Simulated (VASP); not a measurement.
Data:

```
CELL_PARAMETERS angstrom
      0.00000     2.73241     2.73241
      2.73241     0.00000     2.73241
      2.73241     2.73241     0.00000
ATOMIC_POSITIONS crystal
  Mg 0.00000 0.00000 0.00000
  Se 0.50000 0.50000 0.50000
```

Calculation: r2SCAN meta-GGA with spin-orbit coupling, VASP's PBE PAW potentials (set 64) (plane waves; VASP). Run with 400 eV cut-off, 8×8×8 Γ-centred mesh, Gaussian smearing of 0.050 eV, potentials Mg Se.

Problem. Give the energies of bands 3 to 14 at the high-symmetry points, in eV from the valence-band maximum.

Solution. 
| band | Γ | X | U | L | W |
|---|---|---|---|---|---|
| 3 | -0.41 | -4.42 | -3.94 | -5.07 | -3.55 |
| 4 | -0.41 | -4.42 | -3.94 | -5.07 | -3.55 |
| 5 | 0.00 | -2.04 | -3.43 | -0.86 | -3.38 |
| 6 | 0.00 | -2.04 | -3.43 | -0.86 | -3.38 |
| 7 | 0.00 | -1.84 | -1.58 | -0.61 | -2.62 |
| 8 | 0.00 | -1.84 | -1.58 | -0.61 | -2.62 |
| 9 | 3.31 | 2.31 | 3.54 | 4.38 | 5.00 |
| 10 | 3.31 | 2.31 | 3.54 | 4.38 | 5.00 |
| 11 | 7.89 | 4.41 | 6.77 | 6.57 | 7.57 |
| 12 | 7.89 | 4.41 | 6.77 | 6.57 | 7.57 |
| 13 | 7.89 | 12.59 | 9.50 | 6.57 | 8.07 |
| 14 | 7.89 | 12.59 | 9.50 | 6.57 | 8.07 |

The gap is indirect, 2.31 eV, from the valence maximum at Γ to the conduction minimum at X.

The compound is MgSe in the rock salt structure. It was relaxed first.
